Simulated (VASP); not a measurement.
# MnGe23 (a cell with a defect) in VASP: single point with PBEsol+U

Aim: the single point of MnGe23 (a cell with a defect) with PBEsol+U.

All numbers are computed with VASP 6.6.1; they aren't measurements. Logs are shortened: lines on timing, memory, paths and dates and some standing lists are left out, and cuts for length are marked.

### 1 Starting point

The cell holds a defect, 24 atoms: a = 12.001 Å, b = 8.001 Å, c = 8.001 Å, α = 60.00°, β = 60.00°, γ = 60.00°.

### 2 Single point, PBEsol+U

Contents of INCAR:

```
SYSTEM = MnGe23
PREC = Accurate
ENCUT = 350
EDIFF = 1E-5
ISMEAR = 0
SIGMA = 0.03
LREAL = Auto
LASPH = .TRUE.
NELM = 120
ALGO = Normal
ISIF = 2
LWAVE = .FALSE.
LCHARG = .FALSE.
LMAXMIX = 4
LDAU = .TRUE.
LDAUTYPE = 2
LDAUL = 2 -1
LDAUU = 3.5 0
LDAUJ = 0 0
LDAUPRINT = 1
GGA = PS
LORBIT = 11
KPAR = 2
```

Contents of KPOINTS:

```
Automatic mesh
0
G
  2 2 2
  0 0 0
```

Contents of POSCAR:

```
MnGe23
1.0
    0.0000000000      8.4863100000      8.4863100000
    5.6575400000      0.0000000000      5.6575400000
    5.6575400000      5.6575400000      0.0000000000
Mn Ge
1 23
Direct
    0.0000000000      0.0000000000      0.0000000000
    0.0000000000      0.0000000000      0.5000000000
    0.0000000000      0.5000000000      0.0000000000
    0.0000000000      0.5000000000      0.5000000000
    0.3333330000      0.0000000000      0.0000000000
    0.3333330000      0.0000000000      0.5000000000
    0.3333330000      0.5000000000      0.0000000000
    0.3333330000      0.5000000000      0.5000000000
    0.6666670000      0.0000000000      0.0000000000
    0.6666670000      0.0000000000      0.5000000000
    0.6666670000      0.5000000000      0.0000000000
    0.6666670000      0.5000000000      0.5000000000
    0.0833333333      0.1250000000      0.1250000000
    0.0833333333      0.1250000000      0.6250000000
    0.0833333333      0.6250000000      0.1250000000
    0.0833333333      0.6250000000      0.6250000000
    0.4166663333      0.1250000000      0.1250000000
    0.4166663333      0.1250000000      0.6250000000
    0.4166663333      0.6250000000      0.1250000000
    0.4166663333      0.6250000000      0.6250000000
    0.7500003333      0.1250000000      0.1250000000
    0.7500003333      0.1250000000      0.6250000000
    0.7500003333      0.6250000000      0.1250000000
    0.7500003333      0.6250000000      0.6250000000
```

Potentials or basis: VASP PAW PBE potentials, release 64 (Mn_pv, Ge_d).

Started as:

```sh
cat potpaw_PBE.64/Mn_pv/POTCAR potpaw_PBE.64/Ge_d/POTCAR > POTCAR
mpirun -np 4 vasp_std > vasp.out
```

OUTCAR:

```text
SYSTEM = MnGe23
   PREC = Accurate
   ENCUT = 350
   EDIFF = 1E-5
   ISMEAR = 0
   LREAL = Auto
   LASPH = .TRUE.
   NELM = 120
   ISIF = 2
   GGA = PS
   LORBIT = 11

 ion  position               nearest neighbor table
   1  0.000  0.000  0.000-  21 2.45  13 2.45  15 2.45  14 2.45
   2  0.000  0.000  0.500-  22 2.45  14 2.45  16 2.45  13 2.45
   3  0.000  0.500  0.000-  23 2.45  15 2.45  16 2.45  13 2.45
   4  0.000  0.500  0.500-  24 2.45  16 2.45  14 2.45  15 2.45
   5  0.333  0.000  0.000-  13 2.45  17 2.45  18 2.45  19 2.45
   6  0.333  0.000  0.500-  14 2.45  18 2.45  17 2.45  20 2.45
[... 16 lines left out ...]
  23  0.750  0.625  0.125-   3 2.45  11 2.45   9 2.45  12 2.45
  24  0.750  0.625  0.625-   4 2.45  12 2.45  11 2.45  10 2.45

  LATTYP: Found a face centered orthorhombic cell.
 ALAT       =     8.0009697977
 B/A-ratio  =     1.7320508076
 C/A-ratio  =     2.4494897428

  Lattice vectors:

 A1 = (   0.0000000000,   8.4863100000,   8.4863100000)
 A2 = (  -5.6575400000,   2.8287700000,   8.4863100000)
 A3 = (   5.6575400000,   0.0000000000,   5.6575400000)

Analysis of symmetry for initial positions (statically):
=====================================================================
 Subroutine PRICEL returns:
 Original cell was already a primitive cell.

 Routine SETGRP: Setting up the symmetry group for a
 face centered orthorhombic supercell.

 Subroutine GETGRP returns: Found  2 space group operations
 (whereof  2 operations were pure point group operations)
 out of a pool of  8 trial point group operations.

The static configuration has the point symmetry C_1h.

Analysis of symmetry for dynamics (positions and initial velocities):
=====================================================================
 Subroutine PRICEL returns:
 Original cell was already a primitive cell.

 Routine SETGRP: Setting up the symmetry group for a
[... 198 lines left out ...]
  o =  0.2927  v =  0.0000  0.0000  0.0000  0.0000  0.0000 -0.4509  0.7703  0.0019 -0.4509 -0.0033      0.0000  0.0000  0.0000  0.0000  0.0000  0.0000  0.0000  0.0000  0.0000  0.0000
  o =  0.2927  v = -0.4509  0.7703  0.0019 -0.4509 -0.0033  0.0000  0.0000  0.0000  0.0000  0.0000      0.0000  0.0000  0.0000  0.0000  0.0000  0.0000  0.0000  0.0000  0.0000  0.0000
  o =  0.3487  v =  0.5435  0.6359  0.0348  0.5435 -0.0602  0.0000  0.0000  0.0000  0.0000  0.0000      0.0000  0.0000  0.0000  0.0000  0.0000  0.0000  0.0000  0.0000  0.0000  0.0000
  o =  0.3487  v =  0.0000  0.0000  0.0000  0.0000  0.0000  0.5435  0.6359  0.0348  0.5435 -0.0602      0.0000  0.0000  0.0000  0.0000  0.0000  0.0000  0.0000  0.0000  0.0000  0.0000
  o =  0.8187  v = -0.0671  0.0000 -0.8621  0.0671 -0.4977  0.0000  0.0000  0.0000  0.0000  0.0000      0.0000  0.0000  0.0000  0.0000  0.0000  0.0000  0.0000  0.0000  0.0000  0.0000
  o =  0.8187  v =  0.0000  0.0000  0.0000  0.0000  0.0000 -0.0671  0.0000 -0.8621  0.0671 -0.4977      0.0000  0.0000  0.0000  0.0000  0.0000  0.0000  0.0000  0.0000  0.0000  0.0000
  o =  0.8378  v =  0.0000  0.0000  0.0000  0.0000  0.0000  0.0362  0.0473 -0.4988  0.0362  0.8639      0.0000  0.0000  0.0000  0.0000  0.0000  0.0000  0.0000  0.0000  0.0000  0.0000
  o =  0.8378  v =  0.0362  0.0473 -0.4988  0.0362  0.8639  0.0000  0.0000  0.0000  0.0000  0.0000      0.0000  0.0000  0.0000  0.0000  0.0000  0.0000  0.0000  0.0000  0.0000  0.0000

 number of electron     334.9999957 magnetization

 Free energy of the ion-electron system (eV)
  ---------------------------------------------------
  ext. energy  EPLUGINS =         0.00000000
  ---------------------------------------------------
  free energy    TOTEN  =      -115.13278882 eV

  energy without entropy =     -115.12576241  energy(sigma->0) =     -115.12927561

 E-fermi :   4.3234     XC(G=0): -10.1129

 val. band max:        4.3228356418   @ k =   0.5000   0.0000   0.0000
 cond. band min:       4.3237750658   @ k =   0.0000   0.0000   0.0000
 fundamental gap:      0.0009394240
 Fermi energy:         4.3233671228

 k-point     1 :       0.0000    0.0000    0.0000
  band No.  band energies     occupation
      1     -42.6490      2.00000
      2     -42.5966      2.00000
      3     -42.5722      2.00000
      4     -20.1783      2.00000
      5     -20.1603      2.00000
      6     -20.1521      2.00000
[... 1081 lines left out ...]
    178       6.9537      0.00000
    179       7.0648      0.00000
 [bands above 179 left out]

------------------------ aborting loop because EDIFF is reached ----------------------------------------

  FORCE on cell =-STRESS in cart. coord.  units (eV):
  Direction    XX          YY          ZZ          XY          YZ          ZX
  --------------------------------------------------------------------------------------
  -------------------------------------------------------------------------------------
  Total       -0.4550965     -0.5727846     -0.5727846      0.9263867     -1.2035724      0.9265198
  in kB       -1.3421773     -1.6892649     -1.6892649      2.7321135     -3.5495939      2.7325062
  external PRESSURE =      -1.5735690 kB  Pullay stress =       0.0000000 kB

 VOLUME and BASIS-vectors are now :
 -----------------------------------------------------------------------------
  energy-cutoff  :      350.00
  volume of cell :      543.26
      direct lattice vectors                 reciprocal lattice vectors
     0.000000000  8.486310000  8.486310000    -0.058918423  0.058918423  0.058918423
     5.657540000  0.000000000  5.657540000     0.088377634 -0.088377634  0.088377634
     5.657540000  5.657540000  0.000000000     0.088377634  0.088377634 -0.088377634

 POSITION                                       TOTAL-FORCE (eV/Angst)
 -----------------------------------------------------------------------------------
      0.00000      0.00000      0.00000         0.067976     -0.011379     -0.011379
      2.82877      2.82877      0.00000         0.010243      0.022329      0.187530
      2.82877      0.00000      2.82877         0.010243      0.187530      0.022329
      5.65754      2.82877      2.82877        -0.251755      0.020604      0.020604
      0.00000      2.82877      2.82877         0.265610     -0.111083     -0.111083
      2.82877      5.65754      2.82877         0.027084     -0.259082     -0.035261
[... 16 lines left out ...]
      4.24315      7.07193      9.90070        -0.054064     -0.009938      0.162357
      7.07193      9.90070      9.90070         0.022928      0.117545      0.117545
 -----------------------------------------------------------------------------------
    total drift:                                0.000346      0.001352      0.001351

  FREE ENERGIE OF THE ION-ELECTRON SYSTEM (eV)
  ---------------------------------------------------
  free  energy   TOTEN  =      -115.1327888203 eV

  energy  without entropy=     -115.1257624081  energy(sigma->0) =     -115.12927561

 total charge

# of ion       s       p       d       tot
------------------------------------------
    1        0.341   6.184   5.135  11.660
    2        1.127   1.255  10.022  12.404
    3        1.127   1.255  10.022  12.404
    4        1.124   1.258  10.022  12.404
    5        1.125   1.263  10.021  12.409
    6        1.122   1.262  10.021  12.405
[... 16 lines left out ...]
   23        1.120   1.265  10.021  12.406
   24        1.118   1.265  10.021  12.405
--------------------------------------------------
tot         26.213  35.208 235.618 297.038
```

OSZICAR:

```text
N       E                     dE             d eps       ncg     rms          rms(c)
DAV:   1     0.466370952182E+04    0.46637E+04   -0.10754E+05  2608   0.373E+03
DAV:   2     0.908303617806E+03   -0.37554E+04   -0.36390E+04  2424   0.912E+02
DAV:   3     0.768771806924E+01   -0.90062E+03   -0.84994E+03  2488   0.257E+02
[... 19 lines left out ...]
DAV:  23    -0.115132709520E+03   -0.59242E-04   -0.19938E-04  2134   0.160E-01    0.269E-02
DAV:  24    -0.115132750770E+03   -0.41250E-04   -0.92890E-05  2520   0.845E-02    0.175E-02
DAV:  25    -0.115132765678E+03   -0.14908E-04   -0.34341E-05  1930   0.367E-02    0.130E-02
DAV:  26    -0.115132780622E+03   -0.14944E-04   -0.42633E-05  1984   0.128E-01    0.157E-02
DAV:  27    -0.115132788820E+03   -0.81982E-05   -0.34301E-05  1904   0.436E-02
   1 F= -.11513279E+03 E0= -.11512928E+03  d E =-.702641E-02
```

Wall time 3.8 min (4 MPI ranks of Intel Xeon 6975P-C (Granite Rapids), shared host); peak memory 0.39 GiB.

Results:

- Free energy: -115.1328 eV
- Largest force: 1.071 eV/Å
- Band gap on the k mesh: none (metal or under the smearing width)
- Valence electrons inside the program's atomic spheres: Mn 11.66; Ge 12.40, 12.41, 12.42

Forces in eV/Å, atoms in the order of the input:
```
Mn   0.068 -0.011 -0.011
Ge   0.010  0.022  0.188
Ge   0.010  0.188  0.022
Ge  -0.252  0.021  0.021
Ge   0.266 -0.111 -0.111
Ge   0.027 -0.259 -0.035
Ge   0.027 -0.035 -0.259
Ge   0.043 -0.121 -0.121
Ge   0.168 -0.085 -0.085
Ge   0.062 -0.279 -0.064
Ge   0.062 -0.064 -0.279
Ge  -0.001 -0.083 -0.083
Ge  -0.685 -0.582 -0.582
Ge   0.578  0.567 -0.550
Ge   0.578 -0.550  0.567
Ge   0.065 -0.058 -0.058
Ge  -0.241  0.174  0.174
Ge  -0.062  0.226  0.036
Ge  -0.062  0.036  0.226
Ge  -0.009  0.127  0.127
Ge  -0.568  0.607  0.607
Ge  -0.054  0.162 -0.010
Ge  -0.054 -0.010  0.162
Ge   0.023  0.118  0.118
```

Levels at points of the mesh, in eV from the Fermi level:
| k point | band 166 | band 167 | band 168 | band 169 | band 170 | band 171 |
| --- | --- | --- | --- | --- | --- | --- |
| (0.00, 0.00, 0.00) | 0.00 | 0.08 | 0.09 | 0.46 | 0.73 | 0.75 |
| (0.50, 0.00, 0.00) | -0.35 | -0.02 | 0.00 | 0.51 | 0.77 | 0.86 |
| (0.00, 0.50, 0.00) | -0.57 | -0.17 | -0.10 | 0.83 | 1.04 | 1.29 |
| (0.50, 0.00, 0.50) | -0.62 | -0.40 | -0.21 | 0.78 | 1.10 | 1.62 |
| (0.00, 0.50, 0.50) | -0.44 | -0.43 | 0.02 | 0.73 | 1.14 | 1.44 |
| (0.50, 0.50, 0.50) | -0.55 | -0.39 | -0.11 | 0.68 | 1.04 | 1.63 |

Eigenvalues of the final occupation matrices:
| site | spin | trace | eigenvalues |
| --- | --- | --- | --- |
| site 1 d | 1 | 2.58 | 0.28 0.29 0.35 0.82 0.84 |
| site 1 d | 2 | 2.58 | 0.28 0.29 0.35 0.82 0.84 |

Caveat: the k mesh is coarse (spacing up to 0.48 Å⁻¹), so the values aren't converged; the cutoff is under 1.25 times the usual one of these potentials, so pressure, stress and relaxed cells hold a basis-set (Pulay) error; the PAW data sets were made with another functional, which shifts forces and pressure a little; U without spin polarisation on a metal has little footing; the U is typed as a test and isn't derived for this compound. Spin polarisation is off, so any magnetic state and its effect on volume and gap are missing.
